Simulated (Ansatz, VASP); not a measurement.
# Cross-check of Hf (Hafnium) between VASP and Ansatz

One calculation is typed for both programs; each brings its own data sets. How far apart do they land? The structure shown comes from an earlier run, which isn't shown and may have moved the atoms alone.

Main program and level: Ansatz 0.2.0; plane waves, with VASP 6.6.1 beside it; PBEsol.

**1. The structure**

The structure is hexagonal, space group P6_3/mmc (No. 194). Conventional cell: a = 3.158 Å, b = 3.158 Å, c = 5.005 Å, α = 90.00°, β = 90.00°, γ = 120.00°. Nearest to Hf lie 12 Hf at 3.10 to 3.16 Å.

**2. Ansatz: elastic constants, PBEsol**

Ansatz runs on its default PAW (the set named soft_2) files.

Elastic constants are differences of stresses under small strains, so they test the stress and the mesh.

The input, input.yaml:

```yaml
crystal:
  lattice:
    - [3.1575223696, 0.0, 0.0]
    - [-1.5787611848, 2.7344945851, 0.0]
    - [0.0, 0.0, 5.0046643096]
  atoms:
    - { symbol: Hf, position: [0.3333333333, 0.6666666667, 0.25] }
    - { symbol: Hf, position: [0.6666666667, 0.3333333333, 0.75] }
kpoints:
  mp_grid: { grid: [12, 12, 8] }
hamiltonian:
  xc: pbesol
scf:
  occupations: { method: gaussian, width: 0.1 }
output:
  forces: true
  stress: true
  eigenvalues: true
elastic:
  mode: relaxed_ion
  stencil: two_point
```

The run is started by

```sh
> ansatz run input.yaml --threads 4 --pin off --max-ram 8192MiB --backend cpu --events-out ev --progress --plain --runs-dir out
```

Numbers of over 12 decimals in the logs are rounded to 6 here.

The log of the run:

```text
Engine: ansatz 0.2.0, aarch64-unknown-linux-gnu
Pseudopotentials: kind: paw
Pseudopotential: Hf, paw, valence charge 26, recommended cutoff 420 eV (normal), Hf.paw.azcp
Functional definition: PBEsol
  exchange = pbesol_x
  correlation = pbesol_c
Crystal: 2 atoms, lattice volume = 43.211 Å³
Basis set: ecut = 420 eV, 845 PW (Γ), exchange–correlation on 48×48×72 points (8 copies of the dense FFT grid, shifted against one another)
Bands: 32, of which v1, the nominal top of the filled ones, is band 26 counted from 1 (25 counted from 0)
Symmetry: 24 space group operations
Space group: P63/mmc (ITA 194), of the structure as read, at distance tolerance 3.5e-5 Å
k-points: 95 of 1152
Non-local potential: Hf, projectors of the file, l = 0: 3, l = 1: 2, l = 2: 2, l = 3: 3
PAW form: soft (Blöchl's): semilocal exchange-correlation on the pseudo side does not see the compensation charge
PAW frozen core: Hf, regenerated for the run's functional, and the local potential with it (the file was generated under x = pbe(κ = 0.804, μ = 0.219515), c = pbe(β = 0.066725))
PAW one-centre angular grid: Hf, 590 points (default); XC on 64 Gauss nodes
Initial density: superposition of atomic densities (neutral atoms: chi_scale 0, normalization atom), corrected by the library's trained network
Initial wavefunctions: pseudopotential atomic-orbital guess
Functional: x = pbesol(κ = 0.804, μ = 0.123457), c = pbesol(β = 0.046)
SCF iter   1: F=—  HF=-31196.052942 eV  |F-HF|=—  |Δ(HF+E_count)|=         —  Δρ=3.12e-3  dr2=1.89e-3  ethr=1.77e-3  ⟨swp⟩=4.5  Hψ=10021  notcnv=0
preconditioner: auto → Kerker (q_TF=auto, 2.814 Å⁻¹)  [metal: Δε(μ)=0.069 eV  Ē_g=17.536 eV  σ=0.100 eV  W_gap=0.37  n_scr=22 (ndim 8)  ℏωp=39.1 eV  f_vac=0.000  D(μ)=1.64/eV (n_scr^D=22)]
SCF iter   2: F=—  HF=-31196.053406 eV  |F-HF|=—  |Δ(HF+E_count)|=   4.64e-4  Δρ=1.82e-3  dr2=5.98e-4  ethr=3.64e-6  ⟨swp⟩=2.0  Hψ=5750  notcnv=0
SCF iter   3: F=—  HF=-31196.053604 eV  |F-HF|=—  |Δ(HF+E_count)|=   1.98e-4  Δρ=7.47e-4  dr2=1.64e-4  ethr=1.15e-6  ⟨swp⟩=2.0  Hψ=4255  notcnv=0
SCF iter   4: F=—  HF=-31196.053571 eV  |F-HF|=—  |Δ(HF+E_count)|=   3.23e-5  Δρ=1.67e-4  dr2=8.20e-6  ethr=3.15e-7  ⟨swp⟩=2.0  Hψ=5243  notcnv=0
SCF iter   5: F=—  HF=-31196.053575 eV  |F-HF|=—  |Δ(HF+E_count)|=   3.78e-6  Δρ=4.02e-5  dr2=3.88e-7  ethr=1.58e-8  ⟨swp⟩=2.0  Hψ=5404  notcnv=0
SCF iter   6: F=—  HF=-31196.053581 eV  |F-HF|=—  |Δ(HF+E_count)|=   5.77e-6  Δρ=1.02e-5  dr2=3.12e-8  ethr=7.46e-10  ⟨swp⟩=1.2  Hψ=3004  notcnv=0
SCF iter   7: F=—  HF=-31196.053581 eV  |F-HF|=—  |Δ(HF+E_count)|=   4.78e-9  Δρ=2.45e-6  dr2=1.36e-9  ethr=5.99e-11  ⟨swp⟩=2.0  Hψ=5388  notcnv=0
SCF iter   8: F=—  HF=-31196.053581 eV  |F-HF|=—  |Δ(HF+E_count)|=  5.09e-10  Δρ=1.20e-6  dr2=2.56e-10  ethr=2.61e-12  ⟨swp⟩=2.0  Hψ=5069  notcnv=0
SCF iter   9: F=—  HF=-31196.053581 eV  |F-HF|=—  |Δ(HF+E_count)|=  5.46e-11  Δρ=2.30e-7  dr2=1.19e-11  ethr=4.92e-13 (applied; sched 1.00e-12)  ⟨swp⟩=2.0  Hψ=5009  notcnv=0  defer=1
SCF iter  10: F=—  HF=-31196.053581 eV  |F-HF|=—  |Δ(HF+E_count)|=  7.28e-12  Δρ=2.66e-8  dr2=3.60e-13  ethr=2.28e-14 (applied; sched 1.00e-12)  ⟨swp⟩=2.2  Hψ=4187  notcnv=0  defer=92
[...]
SCF 1 converged in 11 iterations: F = -31196.053581 eV  dr2 = 2.82e-14
  greatest PAW one-centre occupation: 0.998 electrons in one spin orbital (limit 2), on the Hf atom at site 1 (counted from 0), in its partial waves of l = 0
Crystal: 2 atoms, lattice volume = 43.125 Å³
Symmetry: 8 space group operations
k-points: 215 of 1152
Initial density: handed on by an earlier stage of this run
Initial wavefunctions: pseudopotential atomic-orbital guess (no wavefunctions were taken with the density)
[...]
preconditioner: auto → Kerker (q_TF=auto, 2.815 Å⁻¹)  [metal: Δε(μ)=0.048 eV  Ē_g=17.454 eV  σ=0.100 eV  W_gap=0.26  n_scr=22 (ndim 8)  ℏωp=39.2 eV  f_vac=0.000  D(μ)=1.63/eV (n_scr^D=10)]
[...]
SCF 11 converged in 10 iterations: F = -31196.053555 eV  dr2 = 2.64e-14
relax step   1: F+E_penalty+E_count = -31196.05355497 eV  Δ(F+E_penalty+E_count) = +0.000e0 eV  max|allowed force component| = 2.173e-5 eV/Å  Δτ_max = 0.0000 Å  (10 SCF iters, accepted)
[...]
preconditioner: auto → Kerker (q_TF=auto, 2.814 Å⁻¹)  [metal: Δε(μ)=0.059 eV  Ē_g=17.566 eV  σ=0.100 eV  W_gap=0.32  n_scr=22 (ndim 8)  ℏωp=39.1 eV  f_vac=0.000  D(μ)=1.64/eV (n_scr^D=16)]
[...]
SCF 12 converged in 5 iterations: F = -31196.053555 eV  dr2 = 1.20e-14
[...]
SCF iter   7: F=—  HF=-31196.053555 eV  |F-HF|=—  |Δ(HF+E_count)|=   1.68e-9  Δρ=1.44e-6  dr2=4.70e-10  ethr=4.95e-11  ⟨swp⟩=2.2  Hψ=17736  notcnv=0
SCF iter   8: F=—  HF=-31196.053555 eV  |F-HF|=—  |Δ(HF+E_count)|=  1.46e-10  Δρ=1.69e-7  dr2=7.94e-12  ethr=9.04e-13 (applied; sched 1.00e-12)  ⟨swp⟩=2.5  Hψ=18030  notcnv=0
SCF iter   9: F=—  HF=-31196.053555 eV  |F-HF|=—  |Δ(HF+E_count)|=    0.00e0  Δρ=3.14e-8  dr2=2.79e-13  ethr=1.53e-14 (applied; sched 1.00e-12)  ⟨swp⟩=2.4  Hψ=19298  notcnv=0
SCF iter  10: F=-31196.053555 eV  HF=-31196.053555 eV  |F-HF|=3.64e-12  |Δ(HF+E_count)|=  3.64e-12  Δρ=9.23e-9  dr2=2.69e-14  ethr=1.00e-12  ⟨swp⟩=5.1  Hψ=41806  notcnv=0
SCF 13 converged in 10 iterations: F = -31196.053555 eV  dr2 = 2.69e-14
relax step   1: F+E_penalty+E_count = -31196.05355497 eV  Δ(F+E_penalty+E_count) = +0.000e0 eV  max|allowed force component| = 2.173e-5 eV/Å  Δτ_max = 0.0000 Å  (10 SCF iters, accepted)
iter 1 solved again at ethr=1.00e-12 eV; its pass at ethr=3.10e-3 eV (dr2=3.55e-12 eV) is discarded
SCF iter   1: F=—  HF=-31196.053551 eV  |F-HF|=—  |Δ(HF+E_count)|=         —  Δρ=1.90e-7  dr2=3.97e-12  ethr=1.00e-12  ⟨swp⟩=2.3  Hψ=43837  notcnv=0
SCF iter   2: F=—  HF=-31196.053555 eV  |F-HF|=—  |Δ(HF+E_count)|=   3.82e-6  Δρ=7.99e-8  dr2=6.29e-13  ethr=7.63e-15 (applied; sched 1.00e-12)  ⟨swp⟩=3.0  Hψ=26363  notcnv=0
SCF iter   3: F=—  HF=-31196.053555 eV  |F-HF|=—  |Δ(HF+E_count)|=  7.28e-12  Δρ=5.57e-8  dr2=3.20e-13  ethr=1.00e-12  ⟨swp⟩=4.8  Hψ=40562  notcnv=0
SCF iter   4: F=—  HF=-31196.053555 eV  |F-HF|=—  |Δ(HF+E_count)|=  7.28e-12  Δρ=4.10e-8  dr2=1.81e-13  ethr=6.16e-16 (applied; sched 1.00e-12)  ⟨swp⟩=1.0  Hψ=10240  notcnv=0
SCF iter   5: F=-31196.053555 eV  HF=-31196.053555 eV  |F-HF|=0.00e0  |Δ(HF+E_count)|=    0.00e0  Δρ=9.07e-9  dr2=1.17e-14  ethr=1.00e-12  ⟨swp⟩=3.1  Hψ=36974  notcnv=0
SCF 14 converged in 5 iterations: F = -31196.053555 eV  dr2 = 1.17e-14
SCF converged after 11 iterations
Free energy (F): -31196.053581 eV
Harris-Foulkes:  -31196.053581 eV  (|F-HF|=7.28e-12)
Internal energy: -31196.045398 eV  (E = F + TS)
E sigma→0 (E₀):  -31196.049489 eV
Entropy (-TS):   -0.008183 eV (-4.092 meV/atom)
Fermi energy:    20.536832 eV
--- Per-component energies (eV) ---
  E_band       = 108.906741
  E_kinetic    = 851.350727
  E_local      = -9968.231501  (includes V_loc(G=0)·N_el)
  E_nonlocal   = -2477.139370
  E_hartree    = 4699.789820
  E_xc         = -596.338799
  E_vxc        = -533.001977  (∫ρ·V_xc dr)
  E_paw        = -13615.297706  (= ΣΔE_a)
  E_vpaw       = 2836.349215  (= ΣTr[D̂ρ^β])
  E_aug_tail   = -0.000003  (compensation charges beyond the density's cutoff)
  E_ewald      = -10092.680751
  E_core_change = 2.502183  (= ΣΔE_core)
  E_smearing   = -0.008183  (= −TS)
  E_closure    = -0.000000  (closes the sum)
  Σ components = -31196.053581   (vs F -31196.053581, Δ=0.00e0)
--- Forces (eV/Å), atoms counted from 1 ---
  atom   1  Hf    -0.00000000    -0.00000000     0.00000000
  atom   2  Hf    -0.00000000     0.00000000     0.00000000
  max |Σ_I F_I| component: 7.40e-17 eV/Å
--- Stress (GPa, compression-positive) ---
        0.001987      -0.000000       0.000000
        0.000000       0.001987       0.000000
        0.000000       0.000000       0.026144
  P = ⅓ Tr σ = 0.0100 GPa (0.100 kbar)
--- Band table (eV; the first three rows and the last of 95) ---
  k-point 0: bands = [... 22 lower, 13.0146, 16.6795, 21.2929, 21.6790, 21.6790, 21.9538, 22.5339, 22.5339, ... 2 higher]
  k-point 1: bands = [... 22 lower, 13.1644, 16.6134, 21.0701, 21.5943, 21.5943, 21.8244, 22.4101, 22.4101, ... 2 higher]
  k-point 2: bands = [... 22 lower, 13.5968, 16.3543, 20.6621, 21.4724, 21.4724, 21.4793, 22.1201, 22.1201, ... 2 higher]
  k-point 94: bands = [... 22 lower, 18.6784, 18.6784, 19.0063, 19.0063, 20.3630, 20.3630, 23.0755, 23.0755, ... 2 higher]
--- Elastic constants: 3 strain directions × 2 members + reference (group order 24) ---
  dense FFT box of the reference and of every strained cell: 24×24×36
  strains applied: 11, 33, 23; error gains: componentwise 1.00 (the most a stress slope's error grows in a printed constant), spectral 1.41 (1 for all six strains in a standard setting)
  C = ∂σ_k/∂η_j (tension-positive GPa; Voigt order 11 22 33 23 13 12):
       180.205     82.286     70.941      0.000      0.000     -0.000
        82.286    180.205     70.941      0.000      0.000     -0.000
        70.985     70.985    209.716      0.000      0.000     -0.000
         0.000      0.000      0.000     48.662      0.000      0.000
         0.000      0.000      0.000      0.000     48.662      0.000
         0.000     -0.000      0.000      0.000      0.000     48.960
  reference stress σ⁰ (GPa):     -0.002     -0.002     -0.026     -0.000     -0.000     -0.000
  C* (energy form; C + prestress term) asymmetry max|C*_kj − C*_jk| = 2.037e-2 GPa — a small one proves nothing (zero by symmetry where the batch's group is 432, −43m or m−3m); a large one is finite-difference/SCF noise where every solve meets its electron count
  moduli (Voigt/Reuss/Hill, GPa): K = 113.17/112.99/113.08   G = 52.32/51.52/51.92   E = 135.08   ν = 0.301
  mechanically stable: yes (min eigenvalue of sym C = 48.66 GPa)
  strain η (Voigt 11):  stress-route row diagonal C_11 = 180.21 GPa, energy-path curvature d²(F+E_count+ΔE)/dδ²/Ω₀ = 180.21 GPa
         δ    σ_11 (GPa)             F (eV)   n_scf  n_hpsi   n_pw
    -2.000e-3      -0.3655      -31196.0534795       5   94684    857   relax 3 steps, max|allowed force component| 5.64e-6 eV/Å
     2.000e-3       0.3553      -31196.0534863       5   92563    860   relax 2 steps, max|allowed force component| 4.13e-5 eV/Å
  strain η (Voigt 33):  stress-route row diagonal C_33 = 209.72 GPa, energy-path curvature d²(F+E_count+ΔE)/dδ²/Ω₀ = 209.69 GPa
         δ    σ_33 (GPa)             F (eV)   n_scf  n_hpsi   n_pw
    -2.000e-3      -0.4459      -31196.0534537       8   61639    853   relax 0 steps, max|allowed force component| 1.48e-16 eV/Å
     2.000e-3       0.3930      -31196.0534831       7   52787    857   relax 0 steps, max|allowed force component| 9.25e-18 eV/Å
  strain η (Voigt 23):  stress-route row diagonal C_44 = 48.66 GPa, energy-path curvature d²(F+E_count+ΔE)/dδ²/Ω₀ = 48.70 GPa
         δ    σ_23 (GPa)             F (eV)   n_scf  n_hpsi   n_pw
    -2.000e-3      -0.0973      -31196.0535550       5  165222    857   relax 1 steps, max|allowed force component| 2.17e-5 eV/Å
     2.000e-3       0.0973      -31196.0535550       5  164986    857   relax 1 steps, max|allowed force component| 2.17e-5 eV/Å
```

(Continued in part 2 of 2.)

[Lines on the potential files, build, host, timing and source positions are cut from VASP's logs without a mark.]

[Logs are printed without paths, hosts, clocks, repeated set-up lines and the standing remarks that a program may print on its own settings, such as how far it seeks lower states.]

[Hosts, paths, dates, database ids (printed as entryN), source tags and the programs' standing remarks are cut or masked in the printed files.]
